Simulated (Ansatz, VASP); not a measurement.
# TiZn3: VASP beside Ansatz

```
CELL_PARAMETERS angstrom
3.87906 0.00000 0.00000
0.00000 3.87906 0.00000
0.00000 0.00000 3.87906
ATOMIC_POSITIONS crystal
Ti 0.00000 0.00000 0.00000
Zn 0.00000 0.50000 0.50000
Zn 0.50000 0.00000 0.50000
Zn 0.50000 0.50000 0.00000
```

Alike in both runs: task single point; functional LDA; k mesh 6 × 6 × 6; occupations fermi-dirac, width 0.05 eV; no spin polarisation.

```csv
,VASP,Ansatz
version,VASP 6.6.1,Ansatz 0.2.0
potentials or method,"VASP PAW LDA potentials, release 64 (Ti_sv, Zn)","plane waves, PAW"
plane-wave cutoff (eV),520,500
valence electrons in the cell,48,48
```

```csv
,VASP,Ansatz,Ansatz less VASP
pressure (GPa),-5.8,-6.3,-0.57
```
